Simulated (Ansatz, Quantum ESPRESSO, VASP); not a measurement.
# Na2S (Fm-3m, 3 atoms in the cell) computed with different codes at matched settings

Self-consistent single point.

```yaml
crystal:
  lattice:
    - [0.00000, 3.33213, 3.33213]
    - [3.33213, 0.00000, 3.33213]
    - [3.33213, 3.33213, 0.00000]
  atoms:
    - { symbol: Na, position: [0.25000, 0.25000, 0.25000] }
    - { symbol: Na, position: [0.75000, 0.75000, 0.75000] }
    - { symbol: S, position: [0.00000, 0.00000, 0.00000] }
```

Shared settings, as Ansatz (a quantum-chemistry and plane-wave program) writes them: kpoints.mp_grid.grid = 7 7 7; scf.occupations.method = fermi_dirac; scf.occupations.width = 0.02 eV. Potentials and cutoffs stand in the table.

```
code                                                       model  pressure (GPa)  gap on the mesh (eV)   cutoff
----------------  ----------------------------------------------  --------------  --------------------  -------
Ansatz                                    PBE, default PAW files           -1.12                 2.309  default
VASP                     PBE, VASP's PBE PAW potentials (set 64)           -1.20                     –   300 eV
Quantum ESPRESSO  PBE, GBRV 1.5 ultrasoft (PBE) pseudopotentials           -1.02                 2.307    40 Ry
```

A dash marks a value that a program does not give, or that is left out as unsure.

No gap is tabulated for VASP: it is not read from that output, or partly filled or unconverged empty levels leave it unsure.

Gaps are read on the mesh.

The spread over the programs that give each value: pressure within 0.18 GPa; gap on the mesh within 0.002 eV.

Ansatz's pressure is given at a fixed set of plane waves, as the other plane-wave codes print theirs.

On the base mesh (6 6 6) the same programs gave: Quantum ESPRESSO pressure -1.02 GPa, gap on the mesh 2.307 eV; Ansatz pressure -1.12 GPa, gap on the mesh 2.308 eV; VASP pressure -1.20 GPa.

VASP's run is marked for a possible Pulay error in its stress at this cutoff; no cutoff test was made.

The starting cell has typed, rounded lattice constants, without a prior relaxation at this level. Its lattice was rescaled by a random factor within 2.5 % of one.

Left out of this page: ABINIT, GPAW, Elk and SIESTA (not drawn, or without a comparable value); CP2K (on another mesh).

Keys are those of Ansatz 0.2.
